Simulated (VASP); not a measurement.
OSZICAR of a VASP run on Tb (space group P6_3/mmc):

**OSZICAR**
```
       N       E                     dE             d eps       ncg     rms          rms(c)
DAV:   1     0.676176510890E+03    0.67618E+03   -0.18090E+04  4432   0.238E+03
DAV:   2     0.161243632824E+03   -0.51493E+03   -0.43121E+03  4376   0.368E+02
DAV:   3    -0.514009949423E+01   -0.16638E+03   -0.15491E+03  4004   0.170E+02
DAV:   4    -0.326788081847E+02   -0.27539E+02   -0.26837E+02  6279   0.642E+01
DAV:   5    -0.358263081981E+02   -0.31475E+01   -0.30902E+01  6830   0.232E+01    0.932E+01
DAV:   6    -0.947842513464E+02   -0.58958E+02   -0.15158E+02  4004   0.162E+02    0.250E+02
DAV:   7    -0.644343418791E+02    0.30350E+02   -0.34489E+01  4613   0.470E+01    0.202E+02
DAV:   8    -0.954011500364E+02   -0.30967E+02   -0.97657E+01  4479   0.416E+01    0.211E+02
DAV:   9    -0.557280616269E+02    0.39673E+02   -0.22677E+01  5345   0.266E+01    0.145E+02
DAV:  10    -0.616306957375E+02   -0.59026E+01   -0.58991E+01  4711   0.516E+01    0.106E+02
DAV:  11    -0.356743406521E+02    0.25956E+02   -0.33577E+01  4739   0.421E+01    0.780E+01
DAV:  12    -0.425560294465E+02   -0.68817E+01   -0.12773E+01  5612   0.228E+01    0.972E+01
DAV:  13    -0.432429983173E+02   -0.68697E+00   -0.24730E+00  6394   0.715E+00    0.104E+02
DAV:  14    -0.432387429235E+02    0.42554E-02   -0.26404E-01  6252   0.164E+00    0.105E+02
DAV:  15    -0.437215078945E+02   -0.48276E+00   -0.20306E-02  5940   0.101E+00    0.105E+02
DAV:  16    -0.439973965543E+02   -0.27589E+00   -0.16432E-01  5210   0.536E+00    0.102E+02
DAV:  17    -0.476066664201E+02   -0.36093E+01   -0.22906E+00  5518   0.206E+01    0.847E+01
DAV:  18    -0.465798752571E+02    0.10268E+01   -0.10197E+00  5921   0.200E+01    0.768E+01
DAV:  19    -0.456989365758E+02    0.88094E+00   -0.87605E-01  5911   0.703E+00    0.699E+01
DAV:  20    -0.455845331901E+02    0.11440E+00   -0.27547E-01  6508   0.257E+00    0.658E+01
DAV:  21    -0.436387544785E+02    0.19458E+01   -0.49435E-01  4591   0.907E+00    0.572E+01
DAV:  22    -0.418915373249E+02    0.17472E+01   -0.81497E-01  5217   0.945E+00    0.457E+01
DAV:  23    -0.414036022993E+02    0.48794E+00   -0.22824E-01  6318   0.431E+00    0.447E+01
DAV:  24    -0.398170378432E+02    0.15866E+01   -0.12718E+00  4241   0.120E+01    0.331E+01
DAV:  25    -0.392468295426E+02    0.57021E+00   -0.54129E-01  6577   0.104E+01    0.281E+01
DAV:  26    -0.392851984495E+02   -0.38369E-01   -0.57802E-01  5470   0.551E+00    0.303E+01
DAV:  27    -0.394175156898E+02   -0.13232E+00   -0.49745E-01  5092   0.453E+00    0.305E+01
DAV:  28    -0.393241140794E+02    0.93402E-01   -0.33064E-01  5302   0.423E+00    0.284E+01
DAV:  29    -0.395230897088E+02   -0.19898E+00   -0.28780E-01  5673   0.351E+00    0.350E+01
DAV:  30    -0.394970835356E+02    0.26006E-01   -0.55424E-02  6216   0.113E+00    0.354E+01
DAV:  31    -0.394247251059E+02    0.72358E-01   -0.16440E-02  5945   0.676E-01    0.341E+01
DAV:  32    -0.395275417006E+02   -0.10282E+00   -0.27002E-02  5834   0.127E+00    0.347E+01
DAV:  33    -0.395030147847E+02    0.24527E-01   -0.13540E-02  5349   0.857E-01    0.361E+01
DAV:  34    -0.394909620419E+02    0.12053E-01   -0.14168E-02  5390   0.100E+00    0.357E+01
DAV:  35    -0.393372748307E+02    0.15369E+00   -0.28662E-01  5198   0.429E+00    0.286E+01
DAV:  36    -0.393787230243E+02   -0.41448E-01   -0.22253E-02  5732   0.138E+00    0.273E+01
DAV:  37    -0.394031090049E+02   -0.24386E-01   -0.48844E-02  5211   0.207E+00    0.246E+01
DAV:  38    -0.393823317743E+02    0.20777E-01   -0.43987E-02  5487   0.218E+00    0.219E+01
DAV:  39    -0.393730163272E+02    0.93154E-02   -0.39613E-02  6311   0.229E+00    0.212E+01
DAV:  40    -0.393775326723E+02   -0.45163E-02   -0.47836E-03  6302   0.743E-01    0.209E+01
DAV:  41    -0.393837135866E+02   -0.61809E-02   -0.53661E-03  6025   0.910E-01    0.210E+01
DAV:  42    -0.393849538541E+02   -0.12403E-02   -0.23058E-02  5027   0.188E+00    0.200E+01
DAV:  43    -0.393950412953E+02   -0.10087E-01   -0.35076E-03  5337   0.602E-01    0.185E+01
DAV:  44    -0.394062832867E+02   -0.11242E-01   -0.43122E-03  5956   0.662E-01    0.185E+01
DAV:  45    -0.394015966121E+02    0.46867E-02   -0.48098E-03  5360   0.952E-01    0.173E+01
DAV:  46    -0.394095071188E+02   -0.79105E-02   -0.20609E-03  5885   0.674E-01    0.161E+01
DAV:  47    -0.394118345337E+02   -0.23274E-02   -0.18516E-03  5901   0.524E-01    0.149E+01
DAV:  48    -0.394121284847E+02   -0.29395E-03   -0.67133E-04  6365   0.131E-01    0.150E+01
DAV:  49    -0.394166064315E+02   -0.44779E-02   -0.15010E-03  5497   0.872E-01    0.150E+01
DAV:  50    -0.394177154729E+02   -0.11090E-02   -0.48715E-04  5451   0.272E-01    0.149E+01
DAV:  51    -0.393919831829E+02    0.25732E-01   -0.25228E-02  4567   0.211E+00    0.199E+01
DAV:  52    -0.393987633426E+02   -0.67802E-02   -0.42027E-03  5201   0.593E-01    0.213E+01
DAV:  53    -0.393989776002E+02   -0.21426E-03   -0.95226E-04  6200   0.174E-01    0.216E+01
DAV:  54    -0.393987988307E+02    0.17877E-03   -0.75579E-05  6346   0.707E-02    0.214E+01
DAV:  55    -0.394000706784E+02   -0.12718E-02   -0.32916E-04  5400   0.311E-01    0.213E+01
DAV:  56    -0.451519513901E+02   -0.57519E+01   -0.56910E+00  4509   0.454E+01    0.764E+01
DAV:  57    -0.448809469241E+02    0.27100E+00   -0.90760E-01  5217   0.525E+00    0.729E+01
DAV:  58    -0.451357938642E+02   -0.25485E+00   -0.13012E-01  6444   0.192E+00    0.724E+01
DAV:  59    -0.453883423428E+02   -0.25255E+00   -0.33587E-02  6633   0.950E-01    0.730E+01
DAV:  60    -0.455242014490E+02   -0.13586E+00   -0.60386E-03  6302   0.503E-01    0.727E+01
DAV:  61    -0.422801828000E+02    0.32440E+01   -0.10740E+00  5278   0.643E+00    0.605E+01
DAV:  62    -0.409711628191E+02    0.13090E+01   -0.10915E+00  5957   0.410E+00    0.557E+01
DAV:  63    -0.409602494586E+02    0.10913E-01   -0.33541E-01  5942   0.262E+00    0.553E+01
DAV:  64    -0.410065945405E+02   -0.46345E-01   -0.34354E-02  6010   0.908E-01    0.554E+01
DAV:  65    -0.408008492466E+02    0.20575E+00   -0.13655E-02  5882   0.103E+00    0.550E+01
DAV:  66    -0.387964650090E+02    0.20044E+01   -0.30229E+00  4664   0.765E+00    0.386E+01
DAV:  67    -0.393304028416E+02   -0.53394E+00   -0.17888E+00  5048   0.102E+01    0.402E+01
DAV:  68    -0.393001921979E+02    0.30211E-01   -0.21856E-01  5765   0.429E+00    0.345E+01
DAV:  69    -0.392451517650E+02    0.55040E-01   -0.29238E-01  5983   0.283E+00    0.285E+01
DAV:  70    -0.392454258516E+02   -0.27409E-03   -0.10553E-01  5508   0.534E+00    0.277E+01
DAV:  71    -0.392402337878E+02    0.51921E-02   -0.95168E-02  5895   0.307E+00    0.225E+01
DAV:  72    -0.387597231942E+02    0.48051E+00   -0.11848E-01  5876   0.447E+00    0.189E+01
DAV:  73    -0.387956998530E+02   -0.35977E-01   -0.24712E-01  5949   0.290E+00    0.219E+01
DAV:  74    -0.385697927054E+02    0.22591E+00   -0.44063E-02  6118   0.158E+00    0.226E+01
DAV:  75    -0.386658068253E+02   -0.96014E-01   -0.14739E-02  6083   0.685E-01    0.225E+01
DAV:  76    -0.387218082436E+02   -0.56001E-01   -0.41549E-03  6107   0.837E-01    0.222E+01
DAV:  77    -0.388442663098E+02   -0.12246E+00   -0.27422E-02  5136   0.195E+00    0.204E+01
DAV:  78    -0.388076679460E+02    0.36598E-01   -0.33254E-02  5561   0.211E+00    0.194E+01
DAV:  79    -0.387483489883E+02    0.59319E-01   -0.82473E-03  5715   0.738E-01    0.194E+01
DAV:  80    -0.387709847387E+02   -0.22636E-01   -0.25249E-03  6052   0.257E-01    0.194E+01
DAV:  81    -0.392110429061E+02   -0.44006E+00   -0.63582E-02  5334   0.206E+00    0.190E+01
DAV:  82    -0.391802009038E+02    0.30842E-01   -0.17154E-02  5732   0.117E+00    0.186E+01
DAV:  83    -0.391888383860E+02   -0.86375E-02   -0.25406E-02  6163   0.112E+00    0.191E+01
DAV:  84    -0.391932648431E+02   -0.44265E-02   -0.39444E-03  6326   0.309E-01    0.191E+01
DAV:  85    -0.391957237085E+02   -0.24589E-02   -0.28659E-04  6252   0.111E-01    0.191E+01
DAV:  86    -0.391531593632E+02    0.42564E-01   -0.23729E-01  5582   0.338E+00    0.192E+01
DAV:  87    -0.392215008722E+02   -0.68342E-01   -0.12993E-02  5448   0.140E+00    0.194E+01
DAV:  88    -0.392443942405E+02   -0.22893E-01   -0.33798E-03  6156   0.580E-01    0.193E+01
DAV:  89    -0.392771073455E+02   -0.32713E-01   -0.50539E-03  5647   0.841E-01    0.191E+01
DAV:  90    -0.392882848137E+02   -0.11177E-01   -0.19005E-03  5739   0.336E-01    0.188E+01
DAV:  91    -0.391414907612E+02    0.14679E+00   -0.70633E-01  5839   0.709E+00    0.226E+01
DAV:  92    -0.391987262514E+02   -0.57235E-01   -0.10323E-01  5290   0.207E+00    0.209E+01
DAV:  93    -0.392324021850E+02   -0.33676E-01   -0.29610E-02  5911   0.970E-01    0.210E+01
DAV:  94    -0.392394869858E+02   -0.70848E-02   -0.68706E-03  6350   0.343E-01    0.211E+01
DAV:  95    -0.392389645083E+02    0.52248E-03   -0.13336E-03  6616   0.189E-01    0.212E+01
DAV:  96    -0.390619029146E+02    0.17706E+00   -0.84874E-01  5427   0.593E+00    0.164E+01
DAV:  97    -0.391789715954E+02   -0.11707E+00   -0.15258E-01  5255   0.294E+00    0.164E+01
DAV:  98    -0.392233451180E+02   -0.44374E-01   -0.57870E-02  5489   0.178E+00    0.173E+01
DAV:  99    -0.392116154520E+02    0.11730E-01   -0.23325E-02  5946   0.177E+00    0.161E+01
DAV: 100    -0.391535416041E+02    0.58074E-01   -0.36244E-02  5311   0.229E+00
   1 F= -.39153542E+02 E0= -.38680598E+02  d E =-.945888E+00  mag=    23.7306
```

Problem. Which electronic solver shows in the log?

Solution. It is blocked Davidson (ALGO = Normal, or the opening steps of other solvers). The INCAR had ALGO = Normal.

Problem. How was spin treated?

Solution. Collinear spin (ISPIN = 2): the summary line carries one mag value, 23.73 μB in the cell.

Problem. Can the final energy be trusted as converged?

Solution. The run did not converge; its last values are not results. It stopped with EDIFF = 1E-6, NELM = 100 (PBEsol GGA, plane waves, VASP's PBE PAW potentials (set 64)).

The structure was generated: Tb was put into an ordered model structure, which need not be its known phase. The cell was not relaxed at this level. The run is one of a series of settings (GGA = PS against the base run), some of them coarse on purpose.
